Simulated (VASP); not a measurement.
Given:

```
CELL_PARAMETERS angstrom
      0.00000     2.35356     2.35356
      2.35356     0.00000     2.35356
      2.35356     2.35356     0.00000
ATOMIC_POSITIONS crystal
  Cd 0.00000 0.00000 0.00000
  O  0.50000 0.50000 0.50000
```

The numbers are results of PBEsol GGA, VASP's PBE PAW potentials (set 64) (plane waves; VASP), not measurements. Settings: PREC = Normal, EDIFF = 1E-5, 450 eV cut-off, 11×11×11 Γ-centred mesh, Gaussian smearing of 0.050 eV, potentials Cd O.

At this cut-off the stress carries a Pulay error, which pulls relaxed volumes low.

Problem. Predict the energy per atom (σ→0), pressure, band gap (on the k-mesh) with the smallest direct gap where there is one.

Solution. 
```yaml
band gap (on the k-mesh): none (metal, semimetal or under 0.01 eV)
energy per atom (σ→0): -4253 meV/atom
pressure: -1.19 GPa
```

The compound is CdO in the rock salt structure. It was relaxed first.
